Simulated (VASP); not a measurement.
Here is the system:

```
CELL_PARAMETERS angstrom
      1.82768    -3.16564     0.00000
      1.82768     3.16564     0.00000
      0.00000     0.00000     5.65072
ATOMIC_POSITIONS crystal
  Ho 0.33333 0.66667 0.25000
  Ho 0.66667 0.33333 0.75000
```

Computed with RPBE GGA, VASP's PBE PAW potentials (set 64) (plane waves; VASP). Run with 520 eV cut-off, Gaussian smearing of 0.050 eV, potentials Ho_3.

The 4f electrons are frozen in the core of the lanthanide potential, so 4f levels, which can set the real gap, and their magnetism are missing.

Task: Give the energies of bands 7 to 12 at the high-symmetry points, in eV from the Fermi level.

Result: 
```tsv
band	Γ	M	K	A	L	H
7	-5.18	-1.96	-0.80	-3.62	-1.84	-0.52
8	-2.07	-1.27	-0.80	-3.62	-1.84	-0.52
9	1.03	-0.82	-0.74	1.08	0.12	-0.39
10	1.86	-0.17	-0.47	1.08	0.12	-0.39
11	1.86	1.52	1.19	1.75	1.43	0.45
12	2.41	1.56	1.19	1.75	1.43	0.45
```

It has no gap at this level: it comes out as a metal or semimetal.

The compound is Ho in the hcp structure. It was relaxed first.
